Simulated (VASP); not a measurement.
Set up this calculation in VASP 6.6.1, as the native input.

```yaml
Task: band structure
Functional: PBE
Potentials_or_basis: VASP PAW PBE potentials, release 64 (Al, B, Sb)
Cutoff: 520 eV
k_mesh: 6 × 6 × 6
Occupations: gaussian, width 0.1 eV
Spin: no spin polarisation
Further_INCAR_settings: ALGO = Normal; EDIFF = 1e-06
```

AlB2Sb3:

```
Al B Sb
1.0
     5.92682   -3.41867    0.00000
     5.92682    3.41867    0.00000
     0.00000    0.00000    6.46079
Al B Sb
2 4 6
Cartesian
  5.9268 -2.2827 6.4576
  5.9268 2.2827 3.2272
  7.9743 1.0539 6.4560
  3.8793 1.0539 6.4560
  3.8793 -1.0539 3.2256
  7.9743 -1.0539 3.2256
  3.7262 -1.0623 5.5546
  8.1274 -1.0623 5.5546
  5.9268 1.9491 5.8651
  8.1274 1.0623 2.3242
  3.7262 1.0623 2.3242
  5.9268 -1.9491 2.6347
```

The cell was built by a generator and needn't be a form met in nature.

One way to write it, as run:

POSCAR

```
AlB2Sb3
1.0
    5.9268200000     -3.4186700000      0.0000000000
    5.9268200000      3.4186700000      0.0000000000
    0.0000000000      0.0000000000      6.4607900000
Al B Sb
2 4 6
Direct
    0.8338540000      0.1661460000      0.9995020000
    0.1661460000      0.8338540000      0.4995020000
    0.5185940000      0.8268710000      0.9992550000
    0.1731290000      0.4814060000      0.9992550000
    0.4814060000      0.1731290000      0.4992550000
    0.8268710000      0.5185940000      0.4992550000
    0.4697150000      0.1589890000      0.8597360000
    0.8410110000      0.5302850000      0.8597360000
    0.2149290000      0.7850710000      0.9078050000
    0.5302850000      0.8410110000      0.3597360000
    0.1589890000      0.4697150000      0.3597360000
    0.7850710000      0.2149290000      0.4078050000
```

INCAR.step1

```
  PREC = Accurate
  ENCUT = 520
  EDIFF = 1E-6
  ISMEAR = 0
  SIGMA = 0.1
  LREAL = False
  LASPH = True
  NELM = 60
  ALGO = Normal
  ISIF = 2
  LWAVE = False
  LCHARG = True
  GGA = PE
  KPAR = 4
```

KPOINTS.step1

```
regular mesh
0
Gamma
  6 6 6
```

INCAR.step2

```
  PREC = Accurate
  ENCUT = 520
  EDIFF = 1E-6
  ISMEAR = 0
  SIGMA = 0.05
  LREAL = False
  LASPH = True
  NELM = 60
  ALGO = Normal
  ISIF = 2
  LWAVE = False
  LCHARG = False
  GGA = PE
  KPAR = 4
  ICHARG = 11
```

KPOINTS.step2

```
path GXSRAZGYX1A1TY,ZT
20
line-mode
reciprocal
 0.0000000000  0.0000000000  0.0000000000  G
 0.3331784638 -0.3331784638  0.0000000000  X

 0.3331784638 -0.3331784638  0.0000000000  X
 0.0000000000 -0.5000000000  0.0000000000  S

 0.0000000000 -0.5000000000  0.0000000000  S
 0.0000000000 -0.5000000000 -0.5000000000  R

 0.0000000000 -0.5000000000 -0.5000000000  R
 0.3331784638 -0.3331784638 -0.5000000000  A

 0.3331784638 -0.3331784638 -0.5000000000  A
 0.0000000000  0.0000000000 -0.5000000000  Z

 0.0000000000  0.0000000000 -0.5000000000  Z
 0.0000000000  0.0000000000  0.0000000000  G

 0.0000000000  0.0000000000  0.0000000000  G
-0.5000000000 -0.5000000000  0.0000000000  Y

-0.5000000000 -0.5000000000  0.0000000000  Y
-0.3331784638 -0.6668215362  0.0000000000  X1

-0.3331784638 -0.6668215362  0.0000000000  X1
-0.3331784638 -0.6668215362 -0.5000000000  A1

-0.3331784638 -0.6668215362 -0.5000000000  A1
-0.5000000000 -0.5000000000 -0.5000000000  T

-0.5000000000 -0.5000000000 -0.5000000000  T
-0.5000000000 -0.5000000000  0.0000000000  Y

 0.0000000000  0.0000000000 -0.5000000000  Z
-0.5000000000 -0.5000000000 -0.5000000000  T
```

Potentials or basis: VASP PAW PBE potentials, release 64 (Al, B, Sb).

Launch:

```console
$ cat potpaw_PBE.64/Al/POTCAR potpaw_PBE.64/B/POTCAR potpaw_PBE.64/Sb/POTCAR > POTCAR
$ cp INCAR.step1 INCAR
$ cp KPOINTS.step1 KPOINTS
$ mpirun -np 4 vasp_std > vasp.out
$ cp INCAR.step2 INCAR
$ cp KPOINTS.step2 KPOINTS
$ mpirun -np 4 vasp_std > vasp.out
```

Results of the run:

```
Band gap on the k mesh  : 0.59 eV, indirect (least direct gap 0.76 eV)
Band gap along the path : 0.59 eV, indirect (least direct gap 0.77 eV)
```

Caveat: the log is that of the step along the path at fixed density, whose energy, stress, charges and moments have no meaning; spin-orbit coupling is left out, which moves the levels of the heavy elements.

Wall time 13 min on 4 MPI ranks on Intel(R) Xeon(R) Platinum 8375C CPU @ 2.90GHz (Ice Lake), with other jobs on the host, peak memory 1.5 GiB a rank.
